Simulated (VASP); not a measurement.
Set up this calculation in VASP 6.6.1, as the native input.

| Property | Result |
| --- | --- |
| Task | relaxation of cell and atoms |
| Functional | PBE |
| Potentials or basis | VASP PAW PBE potentials, release 64 (Sb, Te, O) |
| Cutoff | 520 eV |
| k mesh | 8 × 8 × 4 |
| Occupations | gaussian, width 0.1 eV |
| Spin | no spin polarisation |
| Further INCAR settings | ALGO = Normal; EDIFF = 1e-07; IBRION = 2; POTIM = 0.3; EDIFFG = -0.005; NSW = 60; ISIF = 3 |

The structure of Sb2Te4O lies in POSCAR:

```
Sb2Te4O                                 
1.0
    4.4549560685     -2.0854477442     -0.0134744714
    4.4549560685      2.0854477442     -0.0134744714
   -3.8966501007      0.0000000000     12.8046457520
  Sb              Te              O             
     2     4     1
Direct
     0.8673143306208922    0.8673143306208922    0.0953486486996250
     0.1326856693791078    0.1326856693791078    0.9046513513003749
     0.5188221991930528    0.5188221991930528    0.2383787720654436
     0.4811778008069472    0.4811778008069472    0.7616212279345562
     0.7373671222886213    0.7373671222886213    0.5693921929094581
     0.2626328777113791    0.2626328777113791    0.4306078070905419
     0.0000000000000000    0.0000000000000000    0.0000000000000000
```

The cell was built by a generator and needn't be a form met in nature.

The input as run:

INCAR

```
SYSTEM = Sb2Te4O
PREC     = Accurate       ! precision mode
ENCUT    = 520            ! plane-wave cutoff, eV
EDIFF    = 1E-7           ! SCF threshold, eV
ISMEAR   = 0              ! smearing method
SIGMA    = 0.1            ! smearing width, eV
LREAL    = .False.        ! projectors in reciprocal space
LASPH    = .True.         ! aspherical terms in the spheres
NELM     = 120            ! most SCF steps
ALGO     = Normal         ! electronic algorithm
ISIF     = 3              ! what is computed and relaxed
LWAVE    = .False.        ! write WAVECAR
LCHARG   = .False.        ! write CHGCAR
GGA      = PE             ! functional
IBRION   = 2              ! ionic algorithm
NSW      = 60             ! ionic steps
EDIFFG   = -0.005         ! ionic threshold
POTIM    = 0.3            ! step
KPAR     = 4
```

KPOINTS

```
regular mesh
0
Gamma
  8 8 4
  0 0 0
```

Potentials or basis: VASP PAW PBE potentials, release 64 (Sb, Te, O).

Launch:

```console
$ cat potpaw_PBE.64/Sb/POTCAR potpaw_PBE.64/Te/POTCAR potpaw_PBE.64/O/POTCAR > POTCAR
$ mpirun -np 4 vasp_std > vasp.out
```

It gave:

| Quantity | Value |
| --- | --- |
| Relaxed volume | 34.27 Å³/atom |
| Relaxed cell | a = 4.964 Å, b = 4.964 Å, c = 13.385 Å, α = 106.04°, β = 106.04°, γ = 49.78° |
| Space group after relaxing (to 0.05 Å) | C2/m (No. 12) |
| Energy gained by relaxing | 0.1 meV/atom |
| Ionic steps | 38 |
| Pressure after relaxing | 0.0 GPa |
| Largest force after relaxing | 0.004 eV/Å |
| Band gap on the k mesh | none (metal or under the smearing width) |

Wall time 27 min on 4 MPI ranks on Intel(R) Xeon(R) 6975P-C (Granite Rapids), with other jobs on the host, peak memory 0.74 GiB a rank.
